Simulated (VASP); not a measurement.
Wanted: the native input for a VASP 6.6.1 run.

```yaml
Task: single point
Functional: PBE
Potentials_or_basis: VASP PAW PBE potentials, release 64 (Na_pv, La)
Cutoff: 520 eV
k_mesh: 6 × 6 × 6
Occupations: gaussian, width 0.1 eV
Spin: no spin polarisation
Dipole_correction: no
Further_INCAR_settings: ALGO = Normal; EDIFF = 1e-07; NBANDS = 22
```

The structure of NaLa2 lies in POSCAR:

```
NaLa2
1.0
    0.0000000000      3.2284350000      3.2284350000
    3.2284350000      0.0000000000      3.2284350000
    3.2284350000      3.2284350000      0.0000000000
Na La
1 2
Direct
    0.0000000000      0.0000000000      0.0000000000
    0.2500000000      0.2500000000      0.2500000000
    0.7500000000      0.7500000000      0.7500000000
```

The cell was built by a generator and needn't be a form met in nature.

The cell isn't the ideal one: species swapped into the LuH2 type (Fm-3m, No. 225).

These files were run (other wordings do the same):

INCAR

```
ALGO     = Normal         # electronic algorithm
EDIFF    = 1E-7           # SCF threshold, eV
ENCUT    = 520            # plane-wave cutoff, eV
GGA      = PE             # functional
ISIF     = 2              # what is computed and relaxed
ISMEAR   = 0              # smearing method
LASPH    = T              # aspherical terms in the spheres
LCHARG   = F              # write CHGCAR
LREAL    = F              # projectors in reciprocal space
LWAVE    = F              # write WAVECAR
NBANDS   = 22             # bands
NELM     = 80             # most SCF steps
PREC     = Accurate       # precision mode
SIGMA    = 0.1            # smearing width, eV
```

KPOINTS

```
k-points
0
Gamma
  6 6 6
```

Potentials or basis: VASP PAW PBE potentials, release 64 (Na_pv, La).

Run with:

```bash
$ cat potpaw_PBE.64/Na_pv/POTCAR potpaw_PBE.64/La/POTCAR > POTCAR
$ mpirun -np 1 vasp_std > vasp.out
```

Results of the run:

* Pressure: 26.4 GPa
* Band gap on the k mesh: none (metal or under the smearing width)

Caveat: so large a pressure means that the cell lies far from this level's equilibrium, or that cutoff or potentials fall short.

Run time: 19 s on 1 thread of Intel(R) Xeon(R) 6975P-C (Granite Rapids), on a shared host, peak memory 0.21 GiB.
